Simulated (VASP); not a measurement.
Method: RPBE GGA, VASP's PBE PAW potentials (set 64) (plane waves; VASP).

A VASP calculation is set up with these files.

**INCAR**
```
NSW  =  60   ! most ionic steps
SIGMA  =  0.1
LCHARG  =  .FALSE.
IBRION  =  2   ! conjugate gradients
SYSTEM  =  Tl
LMAXMIX  =  4   ! l cut-off of mixed one-centre charges
ISIF  =  3   ! ions, shape and volume
GGA  =  RP   ! RPBE
EDIFF  =  1E-6   ! SCF stop (eV)
ENCUT  =  520   ! plane-wave cut-off (eV)
ALGO  =  Normal   ! blocked Davidson
LWAVE  =  .FALSE.
LREAL  =  .FALSE.
ISMEAR  =  1
NELM  =  100
EDIFFG  =  -0.01   ! ionic stop
LASPH  =  .TRUE.   ! aspherical one-centre terms
PREC  =  Accurate
```

**POSCAR**
```
Tl
1
    1.8451863365    -3.1959566079     0.0000000000
    1.8451863365     3.1959566079    -0.0000000000
   -0.0000000000    -0.0000000000     5.7290605301
Tl
2
Direct
  0.3333330000   0.6666670000   0.2500000000
  0.6666670000   0.3333330000   0.7500000000
```

KPOINTS:
```
Automatic mesh
0
gamma
  10 10 6
0 0 0
```

POTCAR, in this order: Tl_d (PBE.64 set). Program: vasp_std.

Output

OSZICAR:
```
       N       E                     dE             d eps       ncg     rms          rms(c)
DAV:   1     0.128286939232E+03    0.12829E+03   -0.14209E+04  1912   0.141E+03
DAV:   2    -0.144627518001E+01   -0.12973E+03   -0.12821E+03  2062   0.290E+02
DAV:   3    -0.368086098679E+01   -0.22346E+01   -0.22228E+01  2235   0.337E+01
DAV:   4    -0.369573899551E+01   -0.14878E-01   -0.14876E-01  2165   0.276E+00
DAV:   5    -0.369592103745E+01   -0.18204E-03   -0.18204E-03  2170   0.313E-01    0.189E+00
DAV:   6    -0.367870553893E+01    0.17215E-01   -0.37642E-02  2025   0.157E+00    0.137E+00
DAV:   7    -0.367681221417E+01    0.18933E-02   -0.20186E-02  1948   0.116E+00    0.460E-01
DAV:   8    -0.367682201776E+01   -0.98036E-05   -0.17037E-03  1975   0.325E-01    0.279E-02
DAV:   9    -0.367685058977E+01   -0.28572E-04   -0.33613E-05  2161   0.509E-02    0.148E-02
DAV:  10    -0.367685793839E+01   -0.73486E-05   -0.82515E-06  1610   0.240E-02    0.140E-03
DAV:  11    -0.367685827837E+01   -0.33998E-06   -0.34708E-07  1030   0.538E-03
   1 F= -.36768583E+01 E0= -.36762382E+01  d E =-.367686E+01
       N       E                     dE             d eps       ncg     rms          rms(c)
DAV:   1    -0.367756458339E+01   -0.70665E-03   -0.23390E-02  1968   0.121E+00    0.120E-01
DAV:   2    -0.367713102742E+01    0.43356E-03   -0.50753E-04  1969   0.214E-01    0.614E-02
DAV:   3    -0.367696695649E+01    0.16407E-03   -0.25771E-04  1983   0.153E-01    0.272E-02
DAV:   4    -0.367696042337E+01    0.65331E-05   -0.30872E-05  2029   0.485E-02    0.336E-03
DAV:   5    -0.367696024287E+01    0.18051E-06   -0.26455E-06  1524   0.142E-02
   2 F= -.36769602E+01 E0= -.36763383E+01  d E =-.101964E-03
       N       E                     dE             d eps       ncg     rms          rms(c)
DAV:   1    -0.368269031052E+01   -0.57299E-02   -0.21112E-01  1959   0.363E+00    0.361E-01
DAV:   2    -0.367878822295E+01    0.39021E-02   -0.46288E-03  1975   0.640E-01    0.184E-01
DAV:   3    -0.367730310034E+01    0.14851E-02   -0.23111E-03  1963   0.455E-01    0.813E-02
DAV:   4    -0.367723084024E+01    0.72260E-04   -0.27560E-04  2021   0.145E-01    0.989E-03
DAV:   5    -0.367722976748E+01    0.10728E-05   -0.23312E-05  2056   0.415E-02    0.743E-03
DAV:   6    -0.367722986886E+01   -0.10138E-06   -0.12295E-06  1171   0.976E-03
   3 F= -.36772299E+01 E0= -.36766312E+01  d E =-.371590E-03
       N       E                     dE             d eps       ncg     rms          rms(c)
DAV:   1    -0.369944238970E+01   -0.22213E-01   -0.84738E-01  1951   0.727E+00    0.724E-01
DAV:   2    -0.368375637983E+01    0.15686E-01   -0.18992E-02  1956   0.127E+00    0.369E-01
DAV:   3    -0.367778736173E+01    0.59690E-02   -0.92105E-03  1993   0.894E-01    0.162E-01
DAV:   4    -0.367747553572E+01    0.31183E-03   -0.10827E-03  2019   0.288E-01    0.193E-02
DAV:   5    -0.367747264547E+01    0.28902E-05   -0.86522E-05  2052   0.800E-02    0.145E-02
DAV:   6    -0.367747279236E+01   -0.14689E-06   -0.49287E-06  1977   0.191E-02
   4 F= -.36774728E+01 E0= -.36769474E+01  d E =-.614514E-03
```

### OUTCAR
```
------------------------ aborting loop because EDIFF is reached ----------------------------------------
  FORCE on cell =-STRESS in cart. coord.  units (eV):
  Direction    XX          YY          ZZ          XY          YZ          ZX
  --------------------------------------------------------------------------------------
  Total        0.0171318      0.0171318      0.0074864     -0.0000000      0.0000000     -0.0000000
  in kB        0.4092363      0.4092363      0.1788303     -0.0000000      0.0000000     -0.0000000
  external PRESSURE =       0.3324343 kB  Pullay stress =       0.0000000 kB
  volume of cell :       67.07
      direct lattice vectors                 reciprocal lattice vectors
     1.829016188 -3.167949086  0.000000000     0.273371009 -0.157830819  0.000000000
     1.829016188  3.167949086  0.000000000     0.273371009  0.157830819  0.000000000
     0.000000000  0.000000000  5.787817321    -0.000000000  0.000000000  0.172776704
 POSITION                                       TOTAL-FORCE (eV/Angst)
 -----------------------------------------------------------------------------------
      1.82902      1.05599      1.44695        -0.000000      0.000000     -0.000000
      1.82902     -1.05599      4.34086         0.000000     -0.000000      0.000000
 -----------------------------------------------------------------------------------
    total drift:                               -0.000000      0.000495      0.000009
  FREE ENERGIE OF THE ION-ELECTRON SYSTEM (eV)
  ---------------------------------------------------
  free  energy   TOTEN  =        -3.6774727924 eV

  energy  without entropy=       -3.6758966574  energy(sigma->0) =       -3.67694741

 reached required accuracy - stopping structural energy minimisation
```
(Selected blocks of OUTCAR.)

CONTCAR:
```
Tl
   1.00000000000000
     1.8290161880255771   -3.1679490859255730    0.0000000000000001
     1.8290161880255771    3.1679490859255730    0.0000000000000000
     0.0000000000000000    0.0000000000000000    5.7878173205975409
  Tl
     2
Direct
     0.3333330000000032    0.6666669999999968    0.2500000000000000
     0.6666669999999968    0.3333330000000032    0.7500000000000000
```

The compound is Tl in the hcp structure. This run relaxes it. Symmetry was kept, so distortions that lower it aren't found. The start is the result of an earlier pass.
